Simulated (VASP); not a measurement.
```
CELL_PARAMETERS angstrom
      3.53685    -1.89494    -0.05332
      3.53685     1.89494    -0.05332
      2.56888     0.00000     3.08282
ATOMIC_POSITIONS crystal
  As 0.23053 0.23053 0.23053
  As 0.76947 0.76947 0.76947
```

Calculation: PBE GGA with D4 dispersion, VASP's PBE PAW potentials (set 64) (plane waves; VASP). Run with 520 eV cut-off, 11×11×11 Γ-centred mesh, first-order Methfessel-Paxton smearing of 0.10 eV, potentials As.

Question: Estimate the energy per atom (σ→0), band gap (on the k-mesh) with the smallest direct gap where there is one.

Answer: 
```yaml
band gap (on the k-mesh): none (metal, semimetal or under 0.01 eV)
energy per atom (σ→0): -5.122 eV/atom
```

The compound is As in the a7 structure. It was relaxed first. The start is the result of an earlier pass.
